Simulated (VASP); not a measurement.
Level of theory: PBE GGA with D3 dispersion (Becke-Johnson damping), VASP's PBE PAW potentials (set 64) (plane waves; VASP).

Input for VASP

File KPOINTS:
```
Automatic mesh
0
Gamma
7 7 7
0 0 0
```

INCAR:
```
ALGO = Normal
EDIFF = 1E-7
ENCUT = 520
GGA = PE
ISIF = 2
ISMEAR = 0
IVDW = 12
LASPH = .TRUE.
LCHARG = .FALSE.
LMAXMIX = 6
LREAL = .FALSE.
LWAVE = .FALSE.
NELM = 100
PREC = Accurate
SIGMA = 0.05
SYSTEM = CeO2
```

**POSCAR**
```
CeO2
2.7161860
  0.0000000000   0.9999998551   0.9999998551
  0.9999998551   0.0000000000   0.9999998551
  0.9999998551   0.9999998551   0.0000000000
Ce O
1 2
Direct
  0.0000000000   0.0000000000   0.0000000000
  0.2500000000   0.2500000000   0.2500000000
  0.7500000000   0.7500000000   0.7500000000
```

POTCAR, in this order: Ce O (PBE.64 set). Program: vasp_std.

The run wrote:

**OSZICAR**
```
       N       E                     dE             d eps       ncg     rms          rms(c)
DAV:   1     0.225703362005E+03    0.22570E+03   -0.11599E+04   648   0.194E+03
DAV:   2     0.143932403407E+02   -0.21131E+03   -0.20601E+03   912   0.307E+02
DAV:   3    -0.299999531798E+02   -0.44393E+02   -0.39822E+02   920   0.146E+02
DAV:   4    -0.317101648605E+02   -0.17102E+01   -0.17101E+01   888   0.337E+01
DAV:   5    -0.318099028783E+02   -0.99738E-01   -0.99732E-01  1128   0.697E+00    0.304E+01
DAV:   6    -0.295687870612E+02    0.22411E+01   -0.93712E+01   968   0.596E+01    0.267E+01
DAV:   7    -0.283050760604E+02    0.12637E+01   -0.18743E+02   984   0.132E+02    0.214E+01
DAV:   8    -0.275786368017E+02    0.72644E+00   -0.35841E+00   776   0.208E+01    0.142E+01
DAV:   9    -0.262882663534E+02    0.12904E+01   -0.67675E+00   968   0.217E+01    0.181E+00
DAV:  10    -0.262615291663E+02    0.26737E-01   -0.24839E-01  1080   0.433E+00    0.128E+00
DAV:  11    -0.262438427695E+02    0.17686E-01   -0.40059E-02   976   0.190E+00    0.115E+00
DAV:  12    -0.262231259581E+02    0.20717E-01   -0.10668E-01   824   0.256E+00    0.803E-01
DAV:  13    -0.262260279501E+02   -0.29020E-02   -0.10753E-01  1112   0.314E+00    0.962E-01
DAV:  14    -0.262220699178E+02    0.39580E-02   -0.51008E-02   872   0.218E+00    0.751E-02
DAV:  15    -0.262221005228E+02   -0.30605E-04   -0.42784E-03   984   0.660E-01    0.159E-01
DAV:  16    -0.262220389298E+02    0.61593E-04   -0.39511E-04   824   0.182E-01    0.901E-02
DAV:  17    -0.262220117985E+02    0.27131E-04   -0.16079E-04  1024   0.104E-01    0.201E-02
DAV:  18    -0.262220072698E+02    0.45286E-05   -0.16002E-05   984   0.379E-02    0.977E-03
DAV:  19    -0.262220056493E+02    0.16206E-05   -0.79819E-06   936   0.269E-02    0.814E-04
DAV:  20    -0.262220055560E+02    0.93281E-07   -0.59076E-07   800   0.716E-03
   1 F= -.26962284E+02 E0= -.26962284E+02  d E =-.837134E-11
```

OUTCAR:
```
------------------------ aborting loop because EDIFF is reached ----------------------------------------
 Edisp (eV)   -0.74028
  FORCE on cell =-STRESS in cart. coord.  units (eV):
  Direction    XX          YY          ZZ          XY          YZ          ZX
  --------------------------------------------------------------------------------------
  Total      -0.00410    -0.00410    -0.00410    -0.00000     0.00000     0.00000
  in kB      -0.16378    -0.16378    -0.16378    -0.00000     0.00000     0.00000
  external pressure =       -0.16 kB  Pullay stress =        0.00 kB
  volume of cell :       40.08
      direct lattice vectors                 reciprocal lattice vectors
     0.000000000  2.716185606  2.716185606    -0.184081676  0.184081676  0.184081676
     2.716185606  0.000000000  2.716185606     0.184081676 -0.184081676  0.184081676
     2.716185606  2.716185606  0.000000000     0.184081676  0.184081676 -0.184081676
 POSITION                                       TOTAL-FORCE (eV/Angst)
 -----------------------------------------------------------------------------------
      0.00000      0.00000      0.00000        -0.000000      0.000000     -0.000000
      1.35809      1.35809      1.35809         0.000000     -0.000000     -0.000000
      4.07428      4.07428      4.07428        -0.000000     -0.000000      0.000000
 -----------------------------------------------------------------------------------
    total drift:                                0.000000     -0.000000      0.000000
  FREE ENERGIE OF THE ION-ELECTRON SYSTEM (eV)
  ---------------------------------------------------
  free  energy   TOTEN  =       -26.9622842156 eV

  energy  without entropy=      -26.9622842156  energy(sigma->0) =      -26.96228422
```
(Selected blocks of OUTCAR.)

OUTCAR:
```
 val. band max:        5.2244908846   @ k =  -0.2857   0.2857   0.0000

 cond. band min:       7.1664821621   @ k =  -0.4286   0.1429   0.0000


 Fermi energy:         5.4400441612

 k-point     1 :       0.0000    0.0000    0.0000
  band No.  band energies     occupation
      1     -27.2183      2.00000
      2     -11.0849      2.00000
      3     -10.1374      2.00000
      4      -9.3775      2.00000
      5      -9.3775      2.00000
      6      -9.3775      2.00000
      7       1.4153      2.00000
      8       1.4153      2.00000
      9       1.4153      2.00000
     10       4.6224      2.00000
     11       4.6224      2.00000
     12       4.6224      2.00000
     13       7.4581      0.00000
     14       7.4581      0.00000
     15       7.4581      0.00000
     16       7.6998      0.00000

 k-point     2 :       0.1429    0.0000    0.0000
  band No.  band energies     occupation
      1     -27.1817      2.00000
      2     -11.7147      2.00000
      3     -10.2953      2.00000
      4      -9.4234      2.00000
      5      -9.4234      2.00000
      6      -8.7115      2.00000
      7       1.5976      2.00000
      8       1.5976      2.00000
      9       1.9107      2.00000
     10       4.4480      2.00000
     11       4.5519      2.00000
     12       4.5519      2.00000
     13       7.4389      0.00000
     14       7.4389      0.00000
     15       7.4598      0.00000
     16       7.7254      0.00000

 k-point     3 :       0.2857    0.0000    0.0000
  band No.  band energies     occupation
      1     -27.0976      2.00000
      2     -12.5781      2.00000
      3     -10.6479      2.00000
      4      -9.5233      2.00000
      5      -9.5233      2.00000
      6      -7.7128      2.00000
      7       1.9859      2.00000
      8       1.9859      2.00000
      9       2.9872      2.00000
     10       4.1808      2.00000
     11       4.4405      2.00000
     12       4.4405      2.00000
     13       7.3766      0.00000
...
```

The compound is CeO2 in the fluorite structure. It was relaxed first. The run is not spin-polarised, so no magnetic state was tried.
